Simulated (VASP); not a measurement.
Input:

```xyz
6
Lattice="4.7909 0.0000 0.0000 0.0000 4.7909 0.0000 0.0000 0.0000 3.1783" Properties=species:S:1:pos:R:3 pbc="T T T"
Zn     0.0000     0.0000     0.0000
Zn     2.3955     2.3955     1.5892
F      1.4571     1.4571     0.0000
F      3.8526     0.9383     1.5892
F      0.9383     3.8526     1.5892
F      3.3338     3.3338     0.0000
```

Level of theory: PW91 GGA, VASP's PBE PAW potentials (set 64) (plane waves; VASP 6.6.1). Settings: 520 eV cut-off, 5×5×7 Γ-centred mesh, Gaussian smearing of 0.050 eV, potentials Zn F.

### Question
Predict the energy per atom (σ→0), band gap (on the k-mesh) with the smallest direct gap where there is one.

### Answer

| Item | Value |
|---|---|
| band gap (on the k-mesh) | 3.48 eV |
| smallest direct gap (on the k-mesh) | 3.48 eV |
| energy per atom (σ→0) | -3.920 eV/atom |

Only differences to runs with the same potentials and settings are physical.

The compound is ZnF2 in the rutile structure. It was relaxed first, which changed the volume by +6 %.
